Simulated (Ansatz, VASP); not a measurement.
## Zr23Si7O60 (undercooled, nearly rigid 77ZrO2-23SiO2 (mol %) at 1800 K): VASP beside Ansatz

One calculation is typed for both programs; each brings its own data sets. How far apart do they land? The structure shown is the start of the Ansatz relaxation below; VASP solves that cell, so the two are compared at the walk's first step.

Program: Ansatz 0.2.0. Level of theory: plane waves, with VASP 6.6.1 beside it; single point at PBE. Results are calculated unless marked as measured.

### Step 1. Set-up

The cell holds 90 atoms: 23 Zr, 7 Si and 60 O. Cell: a = 10.716 Å, b = 10.716 Å, c = 10.716 Å, α = 90.0°, β = 90.0°, γ = 90.0°. As first built, before any earlier steps moved the atoms (in the runner's words): 90 atoms (23 Zr, 7 Si, 60 O) placed at random at 4.39 g/cm^3, melted at 4000 K for 10 ps at fixed volume with the Morse and Coulomb pair potential with partial charges (Pedone, Malavasi, Menziani, Cormack and Segre, J. Phys. Chem. B 110, 11780 (2006)). Snapshot at the end of a hold of 10 ps at 1800 K and fixed volume.

### Step 2. Ansatz: relaxation, PBE

Ansatz runs on its default PAW (the set named soft_2) files.

The two programs are compared at the cell with which this relaxation starts, whose forces are those of its first step.

input.yaml reads:

```yaml
crystal:
  lattice:
    - [10.716, 0.0, 0.0]
    - [0.0, 10.716, 0.0]
    - [0.0, 0.0, 10.716]
  atoms:
    - { symbol: Zr, position: [0.1858, 0.81796, 0.3322] }
    - { symbol: Zr, position: [0.01229, 0.33872, 0.40934] }
    - { symbol: Zr, position: [0.25432, 0.6642, 0.64631] }
    - { symbol: Zr, position: [0.45949, 0.78465, 0.41998] }
    - { symbol: Zr, position: [0.12554, 0.10786, 0.22727] }
    - { symbol: Zr, position: [0.67132, 0.73114, 0.63706] }
    - { symbol: Zr, position: [0.45071, 0.73578, 0.85067] }
    - { symbol: Zr, position: [0.98048, 0.50038, 0.71602] }
    - { symbol: Zr, position: [0.96044, 0.87235, 0.75138] }
    - { symbol: Zr, position: [0.94662, 0.86967, 0.07435] }
    - { symbol: Zr, position: [0.66738, 0.98437, 0.86242] }
    - { symbol: Zr, position: [0.39845, 0.55251, 0.16414] }
    - { symbol: Zr, position: [0.45394, 0.98678, 0.11326] }
    - { symbol: Zr, position: [0.46058, 0.11748, 0.60805] }
    - { symbol: Zr, position: [0.84464, 0.17989, 0.66159] }
    - { symbol: Zr, position: [0.22602, 0.99638, 0.82261] }
    - { symbol: Zr, position: [0.86972, 0.73258, 0.3926] }
    - { symbol: Zr, position: [0.51466, 0.24516, 0.84664] }
    - { symbol: Zr, position: [0.08019, 0.56914, 0.13907] }
    - { symbol: Zr, position: [0.66261, 0.74061, 0.08243] }
    - { symbol: Zr, position: [0.99356, 0.24351, 0.95015] }
    - { symbol: Zr, position: [0.82023, 0.47927, 0.13452] }
    - { symbol: Zr, position: [0.71886, 0.9732, 0.37032] }
    - { symbol: Si, position: [0.43335, 0.38833, 0.53891] }
    - { symbol: Si, position: [0.2622, 0.47796, 0.88794] }
    - { symbol: Si, position: [0.13883, 0.05897, 0.55242] }
    - { symbol: Si, position: [0.69715, 0.52693, 0.85695] }
    - { symbol: Si, position: [0.70737, 0.42637, 0.43146] }
    - { symbol: Si, position: [0.36315, 0.25898, 0.30652] }
    - { symbol: Si, position: [0.84052, 0.16551, 0.17542] }
    - { symbol: O, position: [0.78242, 0.81491, 0.7563] }
    - { symbol: O, position: [0.03528, 0.17961, 0.56054] }
    - { symbol: O, position: [0.06252, 0.46494, 0.54869] }
    - { symbol: O, position: [0.8177, 0.28614, 0.0789] }
    - { symbol: O, position: [0.6483, 0.14086, 0.69626] }
    - { symbol: O, position: [0.91426, 0.31923, 0.77919] }
    - { symbol: O, position: [0.3551, 0.89837, 0.27926] }
    - { symbol: O, position: [0.56001, 0.86682, 0.97224] }
    - { symbol: O, position: [0.48198, 0.6927, 0.59284] }
    - { symbol: O, position: [0.96382, 0.48744, 0.29245] }
    - { symbol: O, position: [0.43958, 0.31014, 0.67] }
    - { symbol: O, position: [0.38314, 0.13347, 0.23382] }
    - { symbol: O, position: [0.68762, 0.79804, 0.45395] }
    - { symbol: O, position: [0.43452, 0.243, 0.45343] }
    - { symbol: O, position: [0.0501, 0.89852, 0.91328] }
    - { symbol: O, position: [0.95024, 0.67078, 0.05755] }
    - { symbol: O, position: [0.28593, 0.82122, 0.7808] }
    - { symbol: O, position: [0.86439, 0.90944, 0.2659] }
    - { symbol: O, position: [0.07969, 0.66058, 0.7298] }
    - { symbol: O, position: [0.54896, 0.8692, 0.72485] }
    - { symbol: O, position: [0.47726, 0.66188, 0.0347] }
    - { symbol: O, position: [0.13138, 0.44449, 0.83244] }
    - { symbol: O, position: [0.70876, 0.55167, 0.99217] }
    - { symbol: O, position: [0.91255, 0.07895, 0.07828] }
    - { symbol: O, position: [0.24364, 0.50844, 0.02617] }
    - { symbol: O, position: [0.86296, 0.03282, 0.80272] }
    - { symbol: O, position: [0.56929, 0.10552, 0.98003] }
    - { symbol: O, position: [0.60649, 0.87202, 0.21392] }
    - { symbol: O, position: [0.32932, 0.49139, 0.56994] }
    - { symbol: O, position: [0.76166, 0.5744, 0.46274] }
    - { symbol: O, position: [0.39691, 0.3903, 0.88266] }
    - { symbol: O, position: [0.81252, 0.54696, 0.74154] }
    - { symbol: O, position: [0.02976, 0.73108, 0.30156] }
    - { symbol: O, position: [0.14573, 0.21457, 0.08126] }
    - { symbol: O, position: [0.39208, 0.3928, 0.27197] }
    - { symbol: O, position: [0.11092, 0.92632, 0.17973] }
    - { symbol: O, position: [0.19084, 0.27368, 0.3229] }
    - { symbol: O, position: [0.23228, 0.64781, 0.22624] }
    - { symbol: O, position: [0.81809, 0.05658, 0.49263] }
    - { symbol: O, position: [0.49384, 0.63396, 0.30984] }
    - { symbol: O, position: [0.27346, 0.75266, 0.4856] }
    - { symbol: O, position: [0.13418, 0.00169, 0.40549] }
    - { symbol: O, position: [0.33842, 0.5935, 0.82317] }
    - { symbol: O, position: [0.82423, 0.34139, 0.51763] }
    - { symbol: O, position: [0.6968, 0.1313, 0.25067] }
    - { symbol: O, position: [0.78426, 0.87097, 0.99092] }
    - { symbol: O, position: [0.95451, 0.20346, 0.27164] }
    - { symbol: O, position: [0.75447, 0.64705, 0.21136] }
    - { symbol: O, position: [0.65802, 0.37787, 0.84186] }
    - { symbol: O, position: [0.72506, 0.39651, 0.29793] }
    - { symbol: O, position: [0.10015, 0.9717, 0.65501] }
    - { symbol: O, position: [0.90525, 0.80498, 0.55143] }
    - { symbol: O, position: [0.57183, 0.40988, 0.51002] }
    - { symbol: O, position: [0.53669, 0.9892, 0.47753] }
    - { symbol: O, position: [0.30184, 0.96828, 0.00542] }
    - { symbol: O, position: [0.98409, 0.43981, 0.05201] }
    - { symbol: O, position: [0.28109, 0.07755, 0.55894] }
    - { symbol: O, position: [0.59916, 0.6217, 0.81127] }
    - { symbol: O, position: [0.39924, 0.10625, 0.78965] }
    - { symbol: O, position: [0.12908, 0.1523, 0.83241] }
kpoints:
  mp_grid: { grid: [1, 1, 1] }
hamiltonian:
  xc: pbe
scf:
  occupations: { method: gaussian, width: 0.025 }
output:
  forces: true
relax:
  f_tol: 0.05
  max_steps: 150
  cell: {}
```

Launch:

```
$ ansatz run input.yaml --threads 4 --pin off --max-ram 8192MiB --backend cpu --events-out ev --progress --plain --runs-dir out
```

Numbers of over 12 decimals in the logs are rounded to 6 here.

Log:

```text
Engine: ansatz 0.2.0, x86_64-unknown-linux-gnu
Pseudopotentials: kind: paw
Pseudopotential: Zr, paw, valence charge 12, recommended cutoff 420 eV (normal), Zr.paw.azcp
Pseudopotential: Si, paw, valence charge 4, recommended cutoff 420 eV (normal), Si.paw.azcp
Pseudopotential: O, paw, valence charge 6, recommended cutoff 420 eV (normal), O.paw.azcp
Functional definition: PBE
  parameter kappa = 0.804
  parameter beta = 0.066725
  exchange = pbe_x(kappa = kappa, mu = beta*pi^2/3)
  correlation = pbe_c(beta = beta)
Crystal: 90 atoms, lattice volume = 1230.547 Å³
Basis set: ecut = 420 eV, 23871 PW (Γ), exchange–correlation on 144×144×144 points (8 copies of the dense FFT grid, shifted against one another)
Bands: 422, of which v1, the nominal top of the filled ones, is band 332 counted from 1 (331 counted from 0)
Symmetry: 1 space group operations
Space group: P1 (ITA 1), of the structure as read, at distance tolerance 1.1e-4 Å
k-points: 1
Non-local potential: Zr, projectors of the file, l = 0: 3, l = 1: 2, l = 2: 2, l = 3: 2
Non-local potential: Si, projectors of the file, l = 0: 2, l = 1: 2, l = 2: 2
Non-local potential: O, projectors of the file, l = 0: 2, l = 1: 2, l = 2: 1
PAW form: soft (Blöchl's): semilocal exchange-correlation on the pseudo side does not see the compensation charge
PAW one-centre angular grid: Zr, 590 points (default); XC on 64 Gauss nodes
PAW one-centre angular grid: Si, 110 points (default); XC on 64 Gauss nodes
PAW one-centre angular grid: O, 110 points (default); XC on 64 Gauss nodes
Initial density: superposition of atomic densities (neutral atoms: chi_scale 0, normalization atom), corrected by the library's trained network
Initial wavefunctions: pseudopotential atomic-orbital guess
Functional: x = pbe(κ = 0.804, μ = 0.219515), c = pbe(β = 0.066725)
SCF iter   1: F=—  HF=-134839.357760 eV  |F-HF|=—  |Δ(HF+E_count)|=         —  Δρ=4.38e-3  dr2=2.48e-1  ethr=1.77e-3  ⟨swp⟩=6.0  Hψ=1590  notcnv=0  defer=53
preconditioner: auto → Resta (q_TF=auto, 2.462 Å⁻¹)  ε∞=3.9  [insulator: Δε(μ)=2.601 eV  Ē_g=15.500 eV  σ=0.025 eV  W_gap=1.00  n_scr=304 (ndim 8)  ℏωp=26.3 eV  f_vac=0.089  D(μ)=0.00/eV (n_scr^D=0)  ε∞_Penn≈3.9]
SCF iter   2: F=—  HF=-134839.326240 eV  |F-HF|=—  |Δ(HF+E_count)|=   3.15e-2  Δρ=2.41e-3  dr2=4.59e-2  ethr=3.74e-5  ⟨swp⟩=2.0  Hψ=678  notcnv=0  defer=84
SCF iter   3: F=—  HF=-134839.326233 eV  |F-HF|=—  |Δ(HF+E_count)|=   7.28e-6  Δρ=1.11e-3  dr2=1.47e-2  ethr=6.91e-6  ⟨swp⟩=2.0  Hψ=533  notcnv=0  defer=84
SCF iter   4: F=—  HF=-134839.328228 eV  |F-HF|=—  |Δ(HF+E_count)|=   1.99e-3  Δρ=3.61e-4  dr2=1.70e-3  ethr=2.21e-6  ⟨swp⟩=2.0  Hψ=524  notcnv=0  defer=84
SCF iter   5: F=—  HF=-134839.328559 eV  |F-HF|=—  |Δ(HF+E_count)|=   3.31e-4  Δρ=1.99e-4  dr2=4.82e-4  ethr=2.56e-7  ⟨swp⟩=2.0  Hψ=530  notcnv=0  defer=84
SCF iter   6: F=—  HF=-134839.328652 eV  |F-HF|=—  |Δ(HF+E_count)|=   9.29e-5  Δρ=6.46e-5  dr2=5.50e-5  ethr=7.26e-8  ⟨swp⟩=2.0  Hψ=533  notcnv=0  defer=84
SCF iter   7: F=—  HF=-134839.331852 eV  |F-HF|=—  |Δ(HF+E_count)|=   3.20e-3  Δρ=4.08e-5  dr2=2.03e-5  ethr=8.28e-9  ⟨swp⟩=2.0  Hψ=742  notcnv=0  defer=84
SCF iter   8: F=—  HF=-134839.331858 eV  |F-HF|=—  |Δ(HF+E_count)|=   6.04e-6  Δρ=1.39e-5  dr2=2.75e-6  ethr=3.06e-9  ⟨swp⟩=2.0  Hψ=575  notcnv=0  defer=84
SCF iter   9: F=—  HF=-134839.331861 eV  |F-HF|=—  |Δ(HF+E_count)|=   2.76e-6  Δρ=8.29e-6  dr2=9.34e-7  ethr=4.14e-10  ⟨swp⟩=2.0  Hψ=534  notcnv=0  defer=84
SCF iter  10: F=—  HF=-134839.331861 eV  |F-HF|=—  |Δ(HF+E_count)|=   3.76e-7  Δρ=3.35e-6  dr2=1.59e-7  ethr=1.41e-10  ⟨swp⟩=2.0  Hψ=575  notcnv=0  defer=84
SCF iter  11: F=-134839.331861 eV  HF=-134839.331861 eV  |F-HF|=1.39e-8  |Δ(HF+E_count)|=   1.22e-7  Δρ=1.37e-6  dr2=2.83e-8  ethr=1.51e-11  ⟨swp⟩=4.0  Hψ=1059  notcnv=0
SCF 1 converged in 11 iterations: F = -134839.331861 eV  dr2 = 2.83e-8
  greatest PAW one-centre occupation: 0.995 electrons in one spin orbital (limit 2), on the Zr atom at site 22 (counted from 0), in its partial waves of l = 0
relax step   1: F+E_penalty+E_count = -134839.33186150 eV  Δ(F+E_penalty+E_count) = +0.000e0 eV  max|allowed force component| = 7.859e0 eV/Å  Δτ_max = 0.0000 Å  P = -1.812 GPa  Ω = 1230.547 Å³  (11 SCF iters, dr2 threshold 1.00e-7 eV, accepted)
Crystal: 90 atoms, lattice volume = 1197.144 Å³
Basis set: ecut = 420 eV, 23395 PW (Γ), exchange–correlation on 144×144×144 points (8 copies of the dense FFT grid, shifted against one another)
Initial density: handed on by an earlier stage of this run
Initial wavefunctions: those handed on with the density
iter 1 solved again at ethr=5.76e-4 eV; its pass at ethr=3.10e-3 eV (dr2=3.83e0 eV) is discarded
SCF iter   1: F=—  HF=-134851.980492 eV  |F-HF|=—  |Δ(HF+E_count)|=         —  Δρ=1.97e-2  dr2=3.88e0  ethr=5.76e-4  ⟨swp⟩=7.0  Hψ=1868  notcnv=0  defer=2
[...]
atom  77  O      0.00023102     0.00519123     0.00545547
  atom  78  O     -0.01227749     0.00503070    -0.00571739
  atom  79  O     -0.00218006     0.00172700    -0.00108145
  atom  80  O     -0.00337856     0.00751190     0.01144330
  atom  81  O     -0.00271279     0.00869300    -0.00623272
  atom  82  O     -0.01255511    -0.01198979     0.01298761
  atom  83  O     -0.02442746    -0.00204788     0.00757700
  atom  84  O      0.00204740    -0.00258664    -0.00265776
  atom  85  O     -0.00016339     0.00152899     0.00165188
  atom  86  O     -0.00038001     0.00630583     0.01661274
  atom  87  O     -0.00034857    -0.00121182    -0.00244824
  atom  88  O      0.00462884    -0.00937541    -0.00145916
  atom  89  O      0.00735104     0.01664082    -0.00902549
  atom  90  O      0.00462942    -0.00670804    -0.00341036
  max |Σ_I F_I| component: 1.61e-5 eV/Å
--- Stress (GPa, compression-positive) ---
        0.029083       0.020182       0.014838
        0.020182       0.014743       0.004923
        0.014838       0.004923      -0.001270
  P = ⅓ Tr σ = 0.0142 GPa (0.142 kbar)
--- Relaxed structure (18 steps of the walk, 16 accepted, 2 SCFs on fresh bases) ---
  F+E_penalty+E_count = -134858.36541560 eV   max|allowed force component| = 4.700e-2 eV/Å   (the final SCF, on the basis selected at the relaxed cell)
  cell:  # Å, volume = 1208.7934 Å³
    - [10.694427, 0.122429, 0.349106]
    - [0.122429, 10.885921, -0.010597]
    - [0.349106, -0.010597, 10.395910]
  atoms:
    - { symbol: Zr, position: [0.179583, 0.829889, 0.321488] }
    - { symbol: Zr, position: [0.000455062, 0.332670, 0.417189] }
    - { symbol: Zr, position: [0.295690, 0.666768, 0.631726] }
    - { symbol: Zr, position: [0.473143, 0.815542, 0.412232] }
    - { symbol: Zr, position: [0.141069, 0.113318, 0.195539] }
    - { symbol: Zr, position: [0.703508, 0.723781, 0.639111] }
    - { symbol: Zr, position: [0.465393, 0.736773, 0.849707] }
    - { symbol: Zr, position: [1.015865, 0.477147, 0.725454] }
    - { symbol: Zr, position: [0.985350, 0.808918, 0.717736] }
    - { symbol: Zr, position: [0.959468, 0.881175, 0.060314] }
    - { symbol: Zr, position: [0.684950, 0.953034, 0.877653] }
    - { symbol: Zr, position: [0.396204, 0.564154, 0.174925] }
    - { symbol: Zr, position: [0.443975, 1.003675, 0.117309] }
    - { symbol: Zr, position: [0.435344, 0.118964, 0.600484] }
    - { symbol: Zr, position: [0.806209, 0.189665, 0.660677] }
    - { symbol: Zr, position: [0.231714, 1.002733, 0.837432] }
    - { symbol: Zr, position: [0.853696, 0.712270, 0.370513] }
    - { symbol: Zr, position: [0.521054, 0.240264, 0.847979] }
    - { symbol: Zr, position: [0.085581, 0.574110, 0.156208] }
    - { symbol: Zr, position: [0.630263, 0.749173, 0.127158] }
    - { symbol: Zr, position: [1.018719, 0.268813, 0.946596] }
    - { symbol: Zr, position: [0.815554, 0.464816, 0.137001] }
    - { symbol: Zr, position: [0.715898, 0.987413, 0.378954] }
    - { symbol: Si, position: [0.425164, 0.386997, 0.551741] }
    - { symbol: Si, position: [0.288734, 0.461671, 0.898415] }
    - { symbol: Si, position: [0.113902, 0.062231, 0.540894] }
    - { symbol: Si, position: [0.709087, 0.503179, 0.835022] }
    - { symbol: Si, position: [0.707459, 0.436606, 0.447596] }
    - { symbol: Si, position: [0.332403, 0.275689, 0.309484] }
    - { symbol: Si, position: [0.857586, 0.164550, 0.170818] }
    - { symbol: O, position: [0.805320, 0.814232, 0.782712] }
    - { symbol: O, position: [0.016943, 0.181418, 0.550779] }
    - { symbol: O, position: [0.056997, 0.446995, 0.545885] }
    - { symbol: O, position: [0.837720, 0.281324, 0.074182] }
    - { symbol: O, position: [0.609257, 0.164632, 0.674595] }
    - { symbol: O, position: [0.932588, 0.316167, 0.776174] }
    - { symbol: O, position: [0.352578, 0.884867, 0.254778] }
    - { symbol: O, position: [0.522079, 0.865358, 0.990446] }
    - { symbol: O, position: [0.479889, 0.712819, 0.589726] }
    - { symbol: O, position: [0.961962, 0.470941, 0.281884] }
    - { symbol: O, position: [0.410941, 0.305090, 0.681623] }
    - { symbol: O, position: [0.353041, 0.147066, 0.228720] }
    - { symbol: O, position: [0.674739, 0.807933, 0.457528] }
    - { symbol: O, position: [0.396832, 0.265640, 0.451640] }
    - { symbol: O, position: [0.051133, 0.891097, 0.884260] }
    - { symbol: O, position: [1.011705, 0.706178, 0.063979] }
    - { symbol: O, position: [0.310054, 0.817345, 0.782938] }
    - { symbol: O, position: [0.853850, 0.881877, 0.284821] }
    - { symbol: O, position: [0.101844, 0.656577, 0.705175] }
    - { symbol: O, position: [0.585553, 0.856062, 0.747918] }
    - { symbol: O, position: [0.494808, 0.645194, 0.028146] }
    - { symbol: O, position: [0.161798, 0.409509, 0.836889] }
    - { symbol: O, position: [0.716869, 0.524324, 0.989368] }
    - { symbol: O, position: [0.952162, 0.081565, 0.069342] }
[...]
- { symbol: O, position: [0.569549, 0.418894, 0.518915] }
    - { symbol: O, position: [0.513937, 0.997028, 0.468401] }
    - { symbol: O, position: [0.285542, 1.015398, 0.023622] }
    - { symbol: O, position: [0.986250, 0.462737, 0.028917] }
    - { symbol: O, position: [0.248397, 0.073973, 0.609316] }
    - { symbol: O, position: [0.609517, 0.607943, 0.779640] }
    - { symbol: O, position: [0.402639, 0.086239, 0.790894] }
    - { symbol: O, position: [0.113013, 0.137150, 0.845686] }
```

[end of part 1 of 2]

[Lines on the potential files, build, host, timing and source positions are cut from VASP's logs without a mark.]

[Logs are printed without paths, hosts, clocks, repeated set-up lines and the standing remarks that a program may print on its own settings, such as how far it seeks lower states.]

[Hosts, paths, dates, database ids (printed as entryN), source tags and the programs' standing remarks are cut or masked in the printed files.]
